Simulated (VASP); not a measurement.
```xyz
2
Lattice="0.0000 2.7015 2.7015 2.7015 0.0000 2.7015 2.7015 2.7015 0.0000" Properties=species:S:1:pos:R:3 pbc="T T T"
Si     0.0000     0.0000     0.0000
Si     1.3507     1.3507     1.3507
```

The numbers are results of LDA (Ceperley-Alder, Perdew-Zunger), VASP's LDA PAW potentials (set 64) (plane waves; VASP), not measurements. Numerical set-up: 530 eV cut-off, 8×8×8 Γ-centred mesh, Gaussian smearing of 0.050 eV, potentials Si.

Give the elastic stiffness tensor with the ions relaxed (GPa, in the frame of the cell).

```json
[
 {"": "xx", "xx": "161", "yy": "64.7", "zz": "64.7", "yz": "0.0", "xz": "0.0", "xy": "0.0"},
 {"": "yy", "xx": "64.7", "yy": "161", "zz": "64.7", "yz": "0.0", "xz": "0.0", "xy": "0.0"},
 {"": "zz", "xx": "64.7", "yy": "64.7", "zz": "161", "yz": "0.0", "xz": "0.0", "xy": "0.0"},
 {"": "yz", "xx": "0.0", "yy": "0.0", "zz": "0.0", "yz": "76.2", "xz": "0.0", "xy": "0.0"},
 {"": "xz", "xx": "0.0", "yy": "0.0", "zz": "0.0", "yz": "0.0", "xz": "76.2", "xy": "0.0"},
 {"": "xy", "xx": "0.0", "yy": "0.0", "zz": "0.0", "yz": "0.0", "xz": "0.0", "xy": "76.2"}
]
```

Predict the Hill bulk modulus, Hill shear modulus, Young's modulus, Poisson's ratio.

```yaml
hill_bulk_modulus: 96.8 GPa
hill_shear_modulus: 63.4 GPa
Young's modulus: 156 GPa
Poisson's ratio: 0.231
```

The compound is Si in the diamond structure. It was relaxed first.
